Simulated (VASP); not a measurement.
# Lattice of TiTe2 across functionals and dispersion corrections, part 2 of 3

Which functional gives the lattice of TiTe2 as experiment finds it, and is a dearer one worth its cost? LASPH is on for some levels and off for others; the table marks which. The start is a cell from a database of measured crystal structures.

VASP 6.6.1, plane waves and PAW; the level of theory is named at each step.

Still holding for the runs below: This run has no spin polarisation, although Ti can carry a moment. The k-mesh is coarse for a metal.

So far. Step 2 (Relaxation with PBE): It ends with a largest force of 0.004 eV/Å and a pressure of 0.00 GPa. The volume lies +3.9 % from that of the database's start. The conventional cell has a = 3.784 and c = 6.724 Å.

### 3. Relaxation with LDA

This step: LDA, no spin polarisation; plane waves and PAW (Ti_sv, Te) (VASP 6.6.1).

LDA, the lowest rung, knows the local density alone.

The input, INCAR:

```
SYSTEM = TiTe2
PREC = Accurate
ENCUT = 520
EDIFF = 1E-06
NELM = 100
ISMEAR = -1
SIGMA = 0.05
LREAL = .FALSE.
ALGO = Normal
GGA = CA
NBANDS = 18
LORBIT = 11
LWAVE = .FALSE.
LCHARG = .FALSE.
KPAR = 2
IBRION = 2
NSW = 60
ISIF = 3
EDIFFG = -0.01
```

The input, POSCAR:

```
TiTe2
1.0
    3.7770000000      0.0000000000      0.0000000000
   -1.8885000000      3.2709779501      0.0000000000
    0.0000000000      0.0000000000      6.4980000000
Ti Te
1 2
Direct
    0.0000000000      0.0000000000      0.0000000000
    0.6666666667      0.3333333333      0.2628000000
    0.3333333333      0.6666666667      0.7372000000
```

The input, KPOINTS:

```
Automatic mesh
0
Gamma
8 8 4
0 0 0
```

PAW data sets: Ti_sv and Te (PBE family, release 64).

Launch:

```console
mpirun -np 2 vasp_std
```

What it wrote:

```text
[banner, memory and clock lines left out]
running    2 mpi-ranks, on    1 nodes
 distrk:  each k-point on    1 cores,    2 groups
 distr:  one band on    1 cores,    1 groups

 POSCAR found type information on POSCAR TiTe
 POSCAR found :  2 types and       3 ions
|                                                                             |
|               ----> ADVICE to this user running VASP <----                  |
|                                                                             |
|     You enforced a specific xc type in the INCAR file but a different       |
|     [... a line on the potential file left out ...]
|     I HOPE YOU KNOW WHAT YOU ARE DOING!                                     |
|                                                                             |

 LDA part: xc-table for (Slater(with rela. corr.)+CA(PZ))
 , standard interpolation
 POSCAR, INCAR and KPOINTS ok, starting setup
 FFT: planning ... GRIDC
 FFT: planning ... GRID_SOFT
 FFT: planning ... GRID
 WAVECAR not read
 entering main loop
       N       E                     dE             d eps       ncg     rms          rms(c)
DAV:   1     0.174390433929E+03    0.17439E+03   -0.10909E+04  1260   0.124E+03
DAV:   2    -0.401833333325E+01   -0.17841E+03   -0.17430E+03  1360   0.309E+02
DAV:   3    -0.201161967037E+02   -0.16098E+02   -0.15820E+02  1982   0.856E+01
DAV:   4    -0.206945249204E+02   -0.57833E+00   -0.57490E+00  1592   0.152E+01
DAV:   5    -0.207210653047E+02   -0.26540E-01   -0.26529E-01  1906   0.304E+00    0.123E+01
DAV:   6    -0.208918568592E+02   -0.17079E+00   -0.41984E+01  1462   0.408E+01    0.149E+01
DAV:   7    -0.186246490976E+02    0.22672E+01   -0.34361E+01  1610   0.349E+01    0.534E+00
DAV:   8    -0.183384733987E+02    0.28618E+00   -0.14915E+00  1434   0.855E+00    0.186E+00
DAV:   9    -0.183471450415E+02   -0.86716E-02   -0.37335E-01  1652   0.384E+00    0.164E+00
DAV:  10    -0.183313275112E+02    0.15818E-01   -0.33378E-01  1520   0.413E+00    0.917E-01
DAV:  11    -0.183245812448E+02    0.67463E-02   -0.38767E-02  1478   0.142E+00    0.393E-01
DAV:  12    -0.183247667931E+02   -0.18555E-03   -0.13166E-03  1478   0.278E-01    0.269E-01
DAV:  13    -0.183245825850E+02    0.18421E-03   -0.74237E-04  1750   0.184E-01    0.551E-02
DAV:  14    -0.183245853653E+02   -0.27803E-05   -0.17100E-05  1388   0.342E-02    0.355E-02
DAV:  15    -0.183245816207E+02    0.37446E-05   -0.38249E-06  1258   0.153E-02    0.319E-02
DAV:  16    -0.183245775671E+02    0.40536E-05   -0.22428E-05  1600   0.312E-02    0.388E-03
DAV:  17    -0.183245776043E+02   -0.37201E-07   -0.39821E-07   766   0.589E-03
   1 F= -.18324578E+02 E0= -.18318573E+02  d E =-.183246E+02
 curvature:   0.00 expect dE= 0.000E+00 dE for cont linesearch  0.000E+00
 trial: gam= 0.00000 g(F)=  0.643E-02 g(S)=  0.179E+00 ort = 0.000E+00 (trialstep = 0.100E+01)
 search vector abs. value=  0.186E+00
 bond charge predicted
       N       E                     dE             d eps       ncg     rms          rms(c)
DAV:   1    -0.203503816837E+02   -0.20258E+01   -0.41733E+01  1348   0.708E+01    0.117E+01
DAV:   2    -0.196106028594E+02    0.73978E+00   -0.21511E+01  1550   0.400E+01    0.765E+00
DAV:   3    -0.185884469681E+02    0.10222E+01   -0.14216E+01  1520   0.240E+01    0.440E+00
DAV:   4    -0.183087823093E+02    0.27966E+00   -0.16318E+00  1558   0.110E+01    0.140E+00
DAV:   5    -0.183243526110E+02   -0.15570E-01   -0.99362E-02  1538   0.191E+00    0.121E+00
DAV:   6    -0.183388038095E+02   -0.14451E-01   -0.17349E-02  1986   0.751E-01    0.437E-01
DAV:   7    -0.183436310481E+02   -0.48272E-02   -0.93161E-03  1792   0.486E-01    0.171E-01
DAV:   8    -0.183443496369E+02   -0.71859E-03   -0.45712E-03  1978   0.304E-01    0.939E-02
DAV:   9    -0.183443702343E+02   -0.20597E-04   -0.32388E-04  1464   0.138E-01    0.308E-02
DAV:  10    -0.183443638448E+02    0.63895E-05   -0.82559E-05  1514   0.785E-02    0.212E-02
DAV:  11    -0.183443638672E+02   -0.22368E-07   -0.61791E-06  1444   0.223E-02
   2 F= -.18344364E+02 E0= -.18338749E+02  d E =-.197863E-01
[... from here on, the cycles between the ionic steps are left out ...]
   3 F= -.18378940E+02 E0= -.18373124E+02  d E =-.543627E-01
   4 F= -.18384984E+02 E0= -.18378980E+02  d E =-.604360E-02
   5 F= -.18389960E+02 E0= -.18383796E+02  d E =-.110200E-01
   6 F= -.18391943E+02 E0= -.18385882E+02  d E =-.198283E-02
   7 F= -.18393079E+02 E0= -.18387266E+02  d E =-.311917E-02
   8 F= -.18393467E+02 E0= -.18387577E+02  d E =-.350652E-02
   9 F= -.18393172E+02 E0= -.18387289E+02  d E =0.294932E-03
  10 F= -.18393575E+02 E0= -.18387687E+02  d E =-.107938E-03
  11 F= -.18393575E+02 E0= -.18387687E+02  d E =-.107680E-03
 curvature:  -0.30 expect dE=-0.141E-04 dE for cont linesearch -0.300E-07
 trial: gam= 0.12064 g(F)=  0.148E-04 g(S)=  0.323E-04 ort = 0.632E-05 (trialstep = 0.153E+01)
 search vector abs. value=  0.545E-04
 bond charge predicted
       N       E                     dE             d eps       ncg     rms          rms(c)
DAV:   1    -0.183937673430E+02   -0.19264E-03   -0.77132E-03  1344   0.101E+00    0.881E-02
DAV:   2    -0.183936569418E+02    0.11040E-03   -0.44383E-04  1338   0.150E-01    0.486E-02
DAV:   3    -0.183936384492E+02    0.18493E-04   -0.28693E-04  1550   0.129E-01    0.368E-02
DAV:   4    -0.183936131025E+02    0.25347E-04   -0.14729E-04  1598   0.795E-02    0.719E-03
DAV:   5    -0.183936122727E+02    0.82980E-06   -0.53825E-06  1454   0.158E-02
  12 F= -.18393612E+02 E0= -.18387736E+02  d E =-.377557E-04
 trial-energy change:   -0.000038  1 .order   -0.000039   -0.000073   -0.000005
 step:   1.6280(harm=  1.6280)  dis= 0.00082  next Energy=   -18.393614 (dE=-0.390E-04)
 reached required accuracy - stopping structural energy minimisation
```

The job ended after 1.8 min (2 MPI ranks of AMD EPYC 9R14 (Zen 4), shared host; peak memory 0.36 GiB).

From OUTCAR (step 3):

```text
The static configuration has the point symmetry D_3d.

 Found     35 irreducible k-points:

   NELECT =      24.0000    total number of electrons

 E-fermi :   7.5273

 k-point     1 :       0.0000    0.0000    0.0000
  band No.  band energies     occupation
    ...
      5      -5.3300      2.00000
      6      -3.5367      2.00000
      7       1.8518      2.00000
      8       5.8820      2.00000
      9       5.8820      2.00000
     10       7.7807      0.01250
     11       7.9681      0.00030
     12       7.9681      0.00030
     13       8.4066      0.00000
     14       8.8867      0.00000
    ...

 k-point     2 :       0.1250    0.0000    0.0000
  band No.  band energies     occupation
    ...
      7       2.0812      2.00000
      8       5.4220      2.00000
      9       5.9077      2.00000
     10       6.9541      1.99998
     11       7.5408      0.86561
     12       7.7786      0.01305
     13       8.1025      0.00002
     14       8.6748      0.00000
     15       8.9784      0.00000
     16      10.5179      0.00000
    ...

  Total        0.0043749      0.0043749      0.0008943      0.0000000     -0.0000000      0.0000000
  in kB        0.0947634      0.0947634      0.0193706      0.0000000     -0.0000000      0.0000000
  external PRESSURE =       0.0696325 kB  Pullay stress =       0.0000000 kB

  energy-cutoff  :      520.00
  volume of cell :       73.97
      direct lattice vectors                 reciprocal lattice vectors
     3.679761039 -0.000000000 -0.000000000     0.271756777  0.156898848  0.000000000
    -1.839880519  3.186766539 -0.000000000    -0.000000000  0.313797697 -0.000000000
    -0.000000000  0.000000000  6.307631450     0.000000000  0.000000000  0.158538115

 POSITION                                       TOTAL-FORCE (eV/Angst)
 -----------------------------------------------------------------------------------
      1.83988      3.18677     -0.00000         0.000000      0.000000      0.000000
      1.83988      1.06226      1.70351         0.000000     -0.000000     -0.000230
     -0.00000      2.12451      4.60412        -0.000000      0.000000      0.000230
 -----------------------------------------------------------------------------------
    total drift:                               -0.000000      0.000000      0.000000

  FREE ENERGIE OF THE ION-ELECTRON SYSTEM (eV)
  ---------------------------------------------------
  free  energy   TOTEN  =       -18.3936122727 eV

  energy  without entropy=      -18.3818588227  energy(sigma->0) =      -18.38773555

 total charge
# of ion       s       p       d       tot
------------------------------------------
    1        2.174   6.135   1.963  10.272
    2        1.392   2.003   0.046   3.441
    3        1.392   2.003   0.046   3.441
--------------------------------------------------
tot          4.957  10.141   2.055  17.153

[... 8 parts as in an earlier step ...]

[... 5 further parts left out ...]
```

The bonds form layers, held to each other by dispersion, which LDA lacks; its overbinding stands in for it by accident. The PAW data sets were made with PBE, though LDA sets exist; this is a small mismatch.

Relaxation path:

```csv
step,energy less that of the first step (eV),largest force (eV/Å),pressure (GPa),volume (Å³)
1,0.0000,0.2581,-3.85,80.28
2,-0.0198,0.7133,3.37,73.04
3,-0.0544,0.2582,-0.16,76.12
4,-0.0604,0.1908,-0.13,75.63
5,-0.0654,0.0421,-0.04,74.60
6,-0.0674,0.0301,0.03,74.31
7,-0.0685,0.0086,0.25,73.51
8,-0.0689,0.0075,0.18,73.79
9,-0.0686,0.0534,-0.37,74.28
10,-0.0690,0.0132,-0.03,73.96
11,-0.0690,0.0124,-0.01,73.95
12,-0.0690,0.0002,0.01,73.97
```

```csv
"conventional cell, symmetrised",before,after,change
a (Å),3.777,3.680,-2.6 %
b (Å),3.777,3.680,-2.6 %
c (Å),6.498,6.308,-2.9 %
volume (Å³/atom),26.76,24.66,-7.9 %
```

The atoms that moved most (Å, as changes of fractional coordinates times the final cell):

```csv
atom,dx,dy,dz,length
Te2,0.000,0.000,0.046,0.046
Te3,0.000,0.000,-0.046,0.046
```

The relaxed structure:

```xyz
3
Lattice="3.6798 0.0000 0.0000 -1.8399 3.1868 0.0000 0.0000 0.0000 6.3076" Properties=species:S:1:pos:R:3 pbc="T T T"
Ti    0.0000    0.0000    0.0000
Te    1.8399    1.0623    1.7035
Te    0.0000    2.1245    4.6041
```

This step gave:

- free energy (TOTEN): -18.39 eV
- energy at zero smearing: -18.39 eV
- Fermi energy: 7.527 eV
- pressure: 0.006963 GPa
- SCF cycles over all ionic steps: 107

It ends at 24.66 Å³/atom, -7.9 % from the start, with 0.01 GPa left. The conventional cell has a = 3.680 and c = 6.308 Å.

### 4. Relaxation with r2SCAN

This step: r2SCAN, no spin polarisation; plane waves and PAW (Ti_sv, Te) (VASP 6.6.1).

r2SCAN adds the kinetic-energy density, costs more than a GGA and is run with LASPH.

INCAR, as its differences from that of step 3:

```diff
@@ -9,3 +9,4 @@
 ALGO = Normal
-GGA = CA
+METAGGA = R2SCAN
+LASPH = .TRUE.
 NBANDS = 18
```

POSCAR is that of step 3.

KPOINTS is that of step 3.

Launch:

```console
mpirun -np 2 vasp_std
```

What it wrote:

```text
[banner, memory and clock lines left out]
running    2 mpi-ranks, on    1 nodes
[...]
[... a notice as in an earlier step ...]

 LDA part: xc-table for (None), standard interpolation
 POSCAR, INCAR and KPOINTS ok, starting setup
[...]
entering main loop
       N       E                     dE             d eps       ncg     rms          rms(c)
DAV:   1     0.130302049710E+03    0.13030E+03   -0.11230E+04  1260   0.128E+03
DAV:   2    -0.552457524349E+02   -0.18555E+03   -0.18128E+03  1350   0.321E+02
DAV:   3    -0.725058363639E+02   -0.17260E+02   -0.16972E+02  2032   0.900E+01
DAV:   4    -0.731173713900E+02   -0.61154E+00   -0.60628E+00  1614   0.160E+01
[...]
DAV:  15    -0.662698269288E+02   -0.31642E-05   -0.17293E-05  1472   0.331E-02    0.227E-02
DAV:  16    -0.662698279954E+02   -0.10665E-05   -0.24100E-06  1142   0.120E-02    0.137E-02
DAV:  17    -0.662698281029E+02   -0.10756E-06   -0.80650E-07   774   0.680E-03
   1 F= -.66269828E+02 E0= -.66265545E+02  d E =-.662698E+02
[... from here on, the cycles between the ionic steps are left out ...]
   2 F= -.66280013E+02 E0= -.66275893E+02  d E =-.101854E-01
   3 F= -.66280238E+02 E0= -.66276125E+02  d E =-.104101E-01
   4 F= -.66287534E+02 E0= -.66283595E+02  d E =-.729553E-02
   5 F= -.66288345E+02 E0= -.66284435E+02  d E =-.810636E-02
   6 F= -.66291311E+02 E0= -.66287360E+02  d E =-.296646E-02
   7 F= -.66295798E+02 E0= -.66291483E+02  d E =-.745357E-02
   8 F= -.66296140E+02 E0= -.66291610E+02  d E =-.779503E-02
[...]
reached required accuracy - stopping structural energy minimisation
```

It took 6.3 min on 2 MPI ranks; peak memory 0.42 GiB; 12 min of CPU time.

From OUTCAR (step 4):

```text
  Total        0.0019221      0.0019221      0.0266022     -0.0000000     -0.0000000     -0.0000000
  in kB        0.0361924      0.0361924      0.5009209     -0.0000000     -0.0000000     -0.0000000
  external PRESSURE =       0.1911019 kB  Pullay stress =       0.0000000 kB

 POSITION                                       TOTAL-FORCE (eV/Angst)
 -----------------------------------------------------------------------------------
      0.00000      0.00000     -0.00000         0.000000      0.000000     -0.000000
      1.91096      1.10329      1.68371        -0.000000      0.000000      0.002188
     -0.00000      2.20659      5.04240         0.000000     -0.000000     -0.002188
 -----------------------------------------------------------------------------------
    total drift:                               -0.000000      0.000000     -0.000000

  FREE ENERGIE OF THE ION-ELECTRON SYSTEM (eV)
  ---------------------------------------------------
  free  energy   TOTEN  =       -66.2961395725 eV

  energy  without entropy=      -66.2870807561  energy(sigma->0) =      -66.29161016

[... 2 parts as in an earlier step ...]

[... 2 further parts left out ...]
[key lines of the parts left out:]
E-fermi :   6.1233
```

The bonds form layers, held to each other by dispersion, which r2SCAN holds only at short range, so the spacing between them may come out too wide. The PAW data sets were made with PBE, which is usual practice but a small mismatch for other functionals.

Relaxation path:

```csv
step,energy less that of the first step (eV),largest force (eV/Å),pressure (GPa),volume (Å³)
1,0.0000,0.1974,1.02,80.28
2,-0.0102,0.2850,-0.26,82.27
3,-0.0104,0.2992,-0.47,82.61
4,-0.0177,0.1190,-0.06,82.96
5,-0.0185,0.0329,0.13,83.12
6,-0.0215,0.0248,0.09,83.52
7,-0.0260,0.0037,0.04,84.69
8,-0.0263,0.0022,0.02,85.09
```

```csv
"conventional cell, symmetrised",before,after,change
a (Å),3.777,3.822,+1.2 %
b (Å),3.777,3.822,+1.2 %
c (Å),6.498,6.726,+3.5 %
volume (Å³/atom),26.76,28.36,+6.0 %
```

The atoms that moved most (Å, as changes of fractional coordinates times the final cell):

```csv
atom,dx,dy,dz,length
Te3,0.000,0.000,0.084,0.084
Te2,0.000,0.000,-0.084,0.084
```

The relaxed structure:

```
Ti Te
1.0
     3.82192    0.00000    0.00000
    -1.91096    3.30988    0.00000
     0.00000    0.00000    6.72611
Ti Te
1 2
Direct
  0.00000 0.00000 0.00000
  0.66667 0.33333 0.25032
  0.33333 0.66667 0.74968
```

It ends at 28.36 Å³/atom, +6.0 % from the start, with 0.02 GPa left. The conventional cell has a = 3.822 and c = 6.726 Å.

[end of part 2 of 3]

[Lines on the potential files, build, host, timing and source positions are cut from VASP's logs without a mark.]

[Logs are printed without paths, hosts, clocks, repeated set-up lines and the standing remarks that a program may print on its own settings, such as how far it seeks lower states.]

[Hosts, paths, dates, database ids (printed as entryN), source tags and the programs' standing remarks are cut or masked in the printed files.]

[A measured line is paired with the nearest computed mode of its activity, which favours agreement.]
